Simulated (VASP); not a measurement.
Input:

```
CELL_PARAMETERS angstrom
      0.00000     3.31244     3.31244
      3.31244     0.00000     3.31244
      3.31244     3.31244     0.00000
ATOMIC_POSITIONS crystal
  Cd 0.00000 0.00000 0.00000
  Te 0.25000 0.25000 0.25000
```

Calculation: PBE GGA, VASP's PBE PAW potentials (set 64) (plane waves; VASP). Numerical set-up: 520 eV cut-off, 8×8×8 Γ-centred mesh, tetrahedra with Blöchl corrections, potentials Cd Te.

Unless said otherwise, spin-orbit coupling is left out, though it shifts the bands of the heavy elements here.

Task: Predict the energy per atom (σ→0), band gap (on the k-mesh) with the smallest direct gap where there is one.

Result: 
```json
{
 "band gap (on the k-mesh)": "0.57 eV",
 "smallest direct gap (on the k-mesh)": "0.57 eV",
 "energy per atom (σ→0)": "-2.406 eV/atom"
}
```

The absolute energy has meaning only against runs of the same code, potentials and settings.

The compound is CdTe in the zinc blende structure. It was relaxed first, which changed the volume by +7 %.
